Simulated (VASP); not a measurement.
Consider the following.

```
AgCl
1.0
    0.00000     2.78467     2.78467
    2.78467     0.00000     2.78467
    2.78467     2.78467     0.00000
Ag Cl
1 1
Direct
  0.00000   0.00000   0.00000
  0.50000   0.50000   0.50000
```

All values below come from optB86b-vdW, VASP's PBE PAW potentials (set 64) (plane waves; VASP). Settings: 520 eV cut-off, 8×8×8 Γ-centred mesh, Gaussian smearing of 0.050 eV, potentials Ag Cl.

Task: Give the stress tensor in GPa (positive for a compressed cell).

Result: 
```
-1.46   0.00   0.00
 0.00  -1.46   0.00
 0.00   0.00  -1.46
```
The pressure is its mean diagonal, -1.46 GPa.

The compound is AgCl in the rock salt structure. This cell is one point of a volume scan, at 1.03 of the reference volume.
